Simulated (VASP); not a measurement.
Method: PBEsol GGA, VASP's PBE PAW potentials (set 64) (plane waves; VASP).

The input files of a VASP run:

File POSCAR:
```
ReS2
1
    0.0000000000     2.8508501849     2.8508501849
    2.8508501849     0.0000000000     2.8508501849
    2.8508501849     2.8508501849    -0.0000000000
Re S
1 2
Direct
  0.0000000000   0.0000000000   0.0000000000
  0.2500000000   0.2500000000   0.2500000000
  0.7500000000   0.7500000000   0.7500000000
```

File KPOINTS:
```
Automatic mesh
0
G
10 10 10
0 0 0
```

### INCAR
```
NEDOS = 601   ! DOS grid
ENCUT = 400
EDIFF = 1E-7
NELM = 100   ! most electronic steps
PREC = Accurate
ISIF = 2   ! forces and stress, cell fixed
LEFG = .TRUE.
LORBIT = 11
ISMEAR = -5   ! tetrahedra, Bloechl
LCHARG = .TRUE.
LASPH = .TRUE.   ! aspherical one-centre terms
GGA = PS
LMAXMIX = 6   ! l cut-off of mixed one-centre charges
ALGO = Normal   ! blocked Davidson
LWAVE = .FALSE.
LREAL = .FALSE.
SYSTEM = ReS2
```

POTCAR, in this order: Re S (PBE.64 set). Program: vasp_std.

Output of the run:

OSZICAR:
```
...
DAV:  12    -0.224168776572E+02   -0.60387E-04   -0.49100E-05  2122   0.116E-01    0.315E-02
DAV:  13    -0.224169213527E+02   -0.43695E-04   -0.69818E-04  2056   0.781E-02    0.122E-01
DAV:  14    -0.224168719711E+02    0.49382E-04   -0.66461E-04  2228   0.142E-01    0.248E-02
DAV:  15    -0.224168782706E+02   -0.62994E-05   -0.10796E-06  1594   0.161E-02    0.216E-02
DAV:  16    -0.224168886170E+02   -0.10346E-04   -0.10494E-06  1790   0.196E-02    0.172E-02
DAV:  17    -0.224169032395E+02   -0.14622E-04   -0.16275E-06  1717   0.271E-02    0.125E-02
DAV:  18    -0.224169076511E+02   -0.44117E-05   -0.17303E-05  1056   0.101E-02    0.114E-01
DAV:  19    -0.224168680690E+02    0.39582E-04   -0.71710E-04  2162   0.823E-02    0.249E-02
DAV:  20    -0.224168806964E+02   -0.12627E-04   -0.11880E-06  1608   0.281E-02    0.203E-02
DAV:  21    -0.224168875755E+02   -0.68792E-05   -0.72765E-07  1176   0.139E-02    0.178E-02
DAV:  22    -0.224168955180E+02   -0.79425E-05   -0.89067E-07  1394   0.139E-02    0.152E-02
DAV:  23    -0.224169085715E+02   -0.13053E-04   -0.69264E-05  2079   0.288E-02    0.115E-01
DAV:  24    -0.224168223494E+02    0.86222E-04   -0.19107E-03  2184   0.211E-01    0.458E-02
DAV:  25    -0.224168563261E+02   -0.33977E-04   -0.17637E-05  2300   0.980E-02    0.300E-02
DAV:  26    -0.224168873448E+02   -0.31019E-04   -0.10514E-05  2194   0.676E-02    0.172E-02
DAV:  27    -0.224168925101E+02   -0.51653E-05   -0.14685E-07   691   0.112E-02    0.161E-02
DAV:  28    -0.224169058632E+02   -0.13353E-04   -0.16802E-06  1620   0.216E-02    0.119E-02
DAV:  29    -0.224169102851E+02   -0.44219E-05   -0.15970E-04  1793   0.199E-02    0.117E-01
DAV:  30    -0.224168050783E+02    0.10521E-03   -0.26458E-03  2170   0.295E-01    0.580E-02
DAV:  31    -0.224168467586E+02   -0.41680E-04   -0.39577E-05  2300   0.147E-01    0.345E-02
DAV:  32    -0.224168921321E+02   -0.45373E-04   -0.23512E-05  2186   0.102E-01    0.155E-02
DAV:  33    -0.224169082676E+02   -0.16135E-04   -0.51571E-05  2248   0.353E-02    0.115E-01
DAV:  34    -0.224168017627E+02    0.10650E-03   -0.28245E-03  2170   0.302E-01    0.612E-02
DAV:  35    -0.224168468780E+02   -0.45115E-04   -0.50480E-05  2292   0.167E-01    0.345E-02
DAV:  36    -0.224168910877E+02   -0.44210E-04   -0.23328E-05  2234   0.998E-02    0.159E-02
DAV:  37    -0.224169067672E+02   -0.15680E-04   -0.19312E-06  1773   0.308E-02    0.117E-02
DAV:  38    -0.224169100282E+02   -0.32609E-05   -0.14596E-04  1093   0.173E-02    0.116E-01
DAV:  39    -0.224168003981E+02    0.10963E-03   -0.29170E-03  2133   0.322E-01    0.626E-02
DAV:  40    -0.224168473252E+02   -0.46927E-04   -0.56169E-05  2292   0.177E-01    0.344E-02
DAV:  41    -0.224168930823E+02   -0.45757E-04   -0.24752E-05  2247   0.103E-01    0.152E-02
DAV:  42    -0.224169087481E+02   -0.15666E-04   -0.78173E-05  2247   0.364E-02    0.115E-01
DAV:  43    -0.224167989712E+02    0.10978E-03   -0.30158E-03  2188   0.324E-01    0.642E-02
DAV:  44    -0.224168481682E+02   -0.49197E-04   -0.64287E-05  2282   0.189E-01    0.340E-02
DAV:  45    -0.224168935024E+02   -0.45334E-04   -0.24697E-05  2252   0.101E-01    0.151E-02
DAV:  46    -0.224169082403E+02   -0.14738E-04   -0.49677E-05  2091   0.325E-02    0.114E-01
DAV:  47    -0.224167988345E+02    0.10941E-03   -0.30207E-03  2180   0.322E-01    0.643E-02
DAV:  48    -0.224168479532E+02   -0.49119E-04   -0.64549E-05  2290   0.190E-01    0.341E-02
DAV:  49    -0.224168926449E+02   -0.44692E-04   -0.24250E-05  2252   0.100E-01    0.154E-02
DAV:  50    -0.224169078714E+02   -0.15226E-04   -0.28900E-05  1991   0.319E-02    0.114E-01
DAV:  51    -0.224168004236E+02    0.10745E-03   -0.29055E-03  2180   0.308E-01    0.626E-02
DAV:  52    -0.224168502590E+02   -0.49835E-04   -0.61002E-05  2284   0.184E-01    0.330E-02
DAV:  53    -0.224168920909E+02   -0.41832E-04   -0.21316E-05  2268   0.931E-02    0.156E-02
DAV:  54    -0.224169051983E+02   -0.13107E-04   -0.13471E-06  1515   0.260E-02    0.121E-02
DAV:  55    -0.224169075234E+02   -0.23251E-05   -0.70153E-06  1216   0.531E-03    0.114E-01
DAV:  56    -0.224168004551E+02    0.10707E-03   -0.28999E-03  2162   0.307E-01    0.625E-02
DAV:  57    -0.224168507977E+02   -0.50343E-04   -0.61795E-05  2292   0.186E-01    0.327E-02
DAV:  58    -0.224168925661E+02   -0.41768E-04   -0.21175E-05  2274   0.928E-02    0.155E-02
DAV:  59    -0.224169058856E+02   -0.13320E-04   -0.13625E-06  1515   0.263E-02    0.119E-02
DAV:  60    -0.224169075616E+02   -0.16760E-05   -0.92146E-06  1186   0.447E-03    0.114E-01
DAV:  61    -0.224168008719E+02    0.10669E-03   -0.28738E-03  2167   0.304E-01    0.620E-02
DAV:  62    -0.224168520971E+02   -0.51225E-04   -0.62203E-05  2282   0.186E-01    0.322E-02
DAV:  63    -0.224168953617E+02   -0.43265E-04   -0.22011E-05  2268   0.949E-02    0.146E-02
DAV:  64    -0.224169078090E+02   -0.12447E-04   -0.25756E-05  1535   0.263E-02    0.114E-01
DAV:  65    -0.224168028348E+02    0.10497E-03   -0.27522E-03  2167   0.294E-01    0.600E-02
DAV:  66    -0.224168529450E+02   -0.50110E-04   -0.55620E-05  2274   0.176E-01    0.318E-02
DAV:  67    -0.224168931452E+02   -0.40200E-04   -0.19239E-05  2276   0.884E-02    0.154E-02
DAV:  68    -0.224169033384E+02   -0.10193E-04   -0.89964E-07  1396   0.203E-02    0.128E-02
DAV:  69    -0.224169015637E+02    0.17747E-05   -0.26118E-08   626   0.477E-03    0.134E-02
DAV:  70    -0.224169050485E+02   -0.34849E-05   -0.55013E-08   626   0.885E-03    0.123E-02
DAV:  71    -0.224168797586E+02    0.25290E-04   -0.36802E-06  2124   0.509E-02    0.201E-02
DAV:  72    -0.224168801582E+02   -0.39962E-06   -0.12422E-07   663   0.323E-03    0.200E-02
DAV:  73    -0.224169041099E+02   -0.23952E-04   -0.39346E-06  2212   0.394E-02    0.123E-02
DAV:  74    -0.224169108530E+02   -0.67431E-05   -0.18815E-04  1504   0.272E-02    0.117E-01
DAV:  75    -0.224167923098E+02    0.11854E-03   -0.37660E-03  2170   0.407E-01    0.761E-02
DAV:  76    -0.224168533273E+02   -0.61017E-04   -0.13359E-04  2279   0.274E-01    0.324E-02
DAV:  77    -0.224169088613E+02   -0.55534E-04   -0.12229E-04  2253   0.123E-01    0.115E-01
DAV:  78    -0.224167928166E+02    0.11604E-03   -0.36638E-03  2199   0.387E-01    0.745E-02
DAV:  79    -0.224168522958E+02   -0.59479E-04   -0.12133E-04  2274   0.263E-01    0.330E-02
DAV:  80    -0.224169064571E+02   -0.54161E-04   -0.33738E-05  2276   0.115E-01    0.112E-02
DAV:  81    -0.224169122568E+02   -0.57997E-05   -0.25797E-04  1812   0.314E-02    0.118E-01
DAV:  82    -0.224167926463E+02    0.11961E-03   -0.37021E-03  2162   0.408E-01    0.749E-02
DAV:  83    -0.224168511617E+02   -0.58515E-04   -0.12142E-04  2287   0.261E-01    0.332E-02
DAV:  84    -0.224169049667E+02   -0.53805E-04   -0.34138E-05  2282   0.115E-01    0.115E-02
DAV:  85    -0.224169105646E+02   -0.55979E-05   -0.17293E-04  1518   0.250E-02    0.117E-01
DAV:  86    -0.224167924627E+02    0.11810E-03   -0.37320E-03  2162   0.403E-01    0.754E-02
DAV:  87    -0.224168491968E+02   -0.56734E-04   -0.12091E-04  2279   0.260E-01    0.339E-02
DAV:  88    -0.224169026082E+02   -0.53411E-04   -0.34449E-05  2287   0.116E-01    0.122E-02
DAV:  89    -0.224169105406E+02   -0.79324E-05   -0.17230E-04  1626   0.291E-02    0.117E-01
DAV:  90    -0.224167926087E+02    0.11793E-03   -0.37022E-03  2162   0.400E-01    0.749E-02
DAV:  91    -0.224168522413E+02   -0.59633E-04   -0.12539E-04  2287   0.265E-01    0.325E-02
DAV:  92    -0.224169055466E+02   -0.53305E-04   -0.33549E-05  2282   0.113E-01    0.113E-02
DAV:  93    -0.224169113566E+02   -0.58101E-05   -0.21285E-04  1569   0.282E-02    0.118E-01
DAV:  94    -0.224167921075E+02    0.11925E-03   -0.38174E-03  2162   0.415E-01    0.765E-02
DAV:  95    -0.224168497502E+02   -0.57643E-04   -0.12924E-04  2279   0.269E-01    0.335E-02
DAV:  96    -0.224169040871E+02   -0.54337E-04   -0.35516E-05  2282   0.117E-01    0.117E-02
DAV:  97    -0.224169109424E+02   -0.68553E-05   -0.19226E-04  1615   0.286E-02    0.117E-01
DAV:  98    -0.224167921753E+02    0.11877E-03   -0.37988E-03  2162   0.411E-01    0.763E-02
DAV:  99    -0.224168497938E+02   -0.57618E-04   -0.12799E-04  2287   0.268E-01    0.335E-02
DAV: 100    -0.224169026932E+02   -0.52899E-04   -0.34139E-05  2287   0.114E-01
   1 F= -.22416903E+02 E0= -.22416903E+02  d E =0.000000E+00
```

### OUTCAR
```
------------------------ aborting loop EDIFF was not reached (unconverged)  ----------------------------
  FORCE on cell =-STRESS in cart. coord.  units (eV):
  Direction    XX          YY          ZZ          XY          YZ          ZX
  --------------------------------------------------------------------------------------
  Total       -0.0054154     -0.0054154     -0.0054154     -0.0000000      0.0000000     -0.0000000
  in kB       -0.1872346     -0.1872346     -0.1872346     -0.0000000      0.0000000     -0.0000000
  external PRESSURE =      -0.1872346 kB  Pullay stress =       0.0000000 kB
  volume of cell :       46.34
      direct lattice vectors                 reciprocal lattice vectors
     0.000000000  2.850850185  2.850850185    -0.175386277  0.175386277  0.175386277
     2.850850185  0.000000000  2.850850185     0.175386277 -0.175386277  0.175386277
     2.850850185  2.850850185  0.000000000     0.175386277  0.175386277 -0.175386277
 POSITION                                       TOTAL-FORCE (eV/Angst)
 -----------------------------------------------------------------------------------
      0.00000      0.00000      0.00000         0.000000     -0.000000     -0.000000
      1.42543      1.42543      1.42543        -0.000000     -0.000000      0.000000
      4.27628      4.27628      4.27628         0.000000      0.000000     -0.000000
 -----------------------------------------------------------------------------------
    total drift:                               -0.000000     -0.000000     -0.000000
  FREE ENERGIE OF THE ION-ELECTRON SYSTEM (eV)
  ---------------------------------------------------
  free  energy   TOTEN  =       -22.4169026932 eV

  energy  without entropy=      -22.4169026932  energy(sigma->0) =      -22.41690269

 total charge

# of ion       s       p       d       tot
------------------------------------------
    1        0.525   0.568   4.944   6.037
    2        1.353   2.272   0.000   3.624
    3        1.353   2.272   0.000   3.624
--------------------------------------------------
tot          3.230   5.111   4.944  13.285

 Electric field gradients after diagonalization (V/A^2)
 (convention: |V_zz| > |V_xx| > |V_yy|)
----------------------------------------------------------------------
 ion       V_xx      V_yy      V_zz     asymmetry (V_yy - V_xx)/ V_zz
----------------------------------------------------------------------
   1      -0.000    -0.000     0.000       0.000
   2      -0.001    -0.001     0.001       0.000
   3      -0.001    -0.001     0.001       0.000
```
(Selected blocks of OUTCAR.)

stdout:
```
...
     0.0000508     0.0000000    -0.0000000     0.0000000    -0.0000000    -0.0000000
     0.0000700     0.0000000    -0.0000000     0.0000000    -0.0000000    -0.0000000
     0.0000964     0.0000000    -0.0000000     0.0000000    -0.0000000    -0.0000000

     0.0000000     0.0000000    -0.0000000     0.0000000    -0.0000000    -0.0000000
     0.0000369     0.0000000    -0.0000000     0.0000000    -0.0000000    -0.0000000
     0.0000508     0.0000000    -0.0000000     0.0000000    -0.0000000    -0.0000000
     0.0000700     0.0000000    -0.0000000     0.0000000    -0.0000000    -0.0000000
     0.0000964     0.0000000    -0.0000000     0.0000000    -0.0000000    -0.0000000

ion   3
     0.0000000    -0.0000000     0.0000000     0.0000000    -0.0000000    -0.0000000
     0.0000369    -0.0000000     0.0000000     0.0000000    -0.0000000    -0.0000000
     0.0000508    -0.0000000     0.0000000     0.0000000    -0.0000000    -0.0000000
     0.0000700    -0.0000000     0.0000000     0.0000000    -0.0000000    -0.0000000
     0.0000964    -0.0000000     0.0000000     0.0000000    -0.0000000    -0.0000000

     0.0000000    -0.0000000     0.0000000     0.0000000    -0.0000000    -0.0000000
     0.0000369    -0.0000000     0.0000000     0.0000000    -0.0000000    -0.0000000
     0.0000508    -0.0000000     0.0000000     0.0000000    -0.0000000    -0.0000000
     0.0000700    -0.0000000     0.0000000     0.0000000    -0.0000000    -0.0000000
     0.0000964    -0.0000000     0.0000000     0.0000000    -0.0000000    -0.0000000

   1 F= -.22416903E+02 E0= -.22416903E+02  d E =0.000000E+00

 -----------------------------------------------------------------------------
|                                                                             |
|           W    W    AA    RRRRR   N    N  II  N    N   GGGG   !!!           |
|           W    W   A  A   R    R  NN   N  II  NN   N  G    G  !!!           |
|           W    W  A    A  R    R  N N  N  II  N N  N  G       !!!           |
|           W WW W  AAAAAA  RRRRR   N  N N  II  N  N N  G  GGG   !            |
|           WW  WW  A    A  R   R   N   NN  II  N   NN  G    G                |
|           W    W  A    A  R    R  N    N  II  N    N   GGGG   !!!           |
|                                                                             |
|     Tetrahedron method does not include variations of the Fermi             |
|     occupations, so forces and stress will be inaccurate. We suggest        |
|     using a different smearing scheme ISMEAR = 1 or 2 for metals in         |
|     relaxations.                                                            |
|                                                                             |
 -----------------------------------------------------------------------------
```

The run did not converge; its last values are not results.

For a metal the tetrahedron method with Blöchl corrections gives inexact stress and forces.

The structure was generated: ReS2 was put into the fluorite type (Fm-3m), which need not be its known phase. It was relaxed first, which changed the volume by -15 %. The electron count is odd and the run is not spin-polarised, which forces a metal.
